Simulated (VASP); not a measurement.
These are SCAN meta-GGA, VASP's PBE PAW potentials (set 64) (plane waves; VASP 6.6.1) values and carry that method's errors.

VASP ran on this input.

File KPOINTS:
```
Automatic mesh
0
Gamma
16 16 16
0 0 0
```

INCAR:
```
SYSTEM  =  Mo
PREC  =  Accurate; ENCUT  =  520; LREAL  =  .False.
LASPH  =  .True.
EDIFF  =  1E-7; NELM  =  100; ALGO  =  Normal
LMAXMIX  =  4; LMIXTAU  =  .True.
ISMEAR  =  1; SIGMA  =  0.1
METAGGA  =  SCAN
ISIF  =  2
LWAVE  =  .False.; LCHARG  =  .False.
```

### POSCAR
```
Mo
1
   -1.5739921259     1.5739921259     1.5739921259
    1.5739921259    -1.5739921259     1.5739921259
    1.5739921259     1.5739921259    -1.5739921259
Mo
1
Direct
  0.0000000000   0.0000000000   0.0000000000
```

POTCAR, in this order: Mo_sv (PBE.64 set). Program: vasp_std.

Question: What does the run give for the energy per atom (σ→0), band gap (on the k-mesh)?

Answer: 
| Item | Result |
|---|---|
| energy per atom (σ→0) | -34.890 eV/atom |
| band gap (on the k-mesh) | none (metal, semimetal or under 0.01 eV) |

### OSZICAR
```
...
DAV:  17    -0.348897813904E+02    0.50812E-04   -0.98092E-05  3445   0.137E-01    0.321E-02
DAV:  18    -0.348897211535E+02    0.60237E-04   -0.28600E-04  3232   0.195E-01    0.457E-03
DAV:  19    -0.348897251806E+02   -0.40271E-05   -0.11502E-05  3619   0.471E-02    0.109E-02
DAV:  20    -0.348897154465E+02    0.97341E-05   -0.62643E-06  3223   0.329E-02    0.597E-03
DAV:  21    -0.348897077145E+02    0.77320E-05   -0.42460E-06  3265   0.247E-02    0.363E-03
DAV:  22    -0.348897047335E+02    0.29810E-05   -0.11042E-05  3250   0.399E-02    0.141E-03
DAV:  23    -0.348897046953E+02    0.38214E-07   -0.59557E-07  3358   0.104E-02
   1 F= -.34889705E+02 E0= -.34889858E+02  d E =0.459726E-03
```

The compound is Mo in the bcc structure. It was relaxed first.
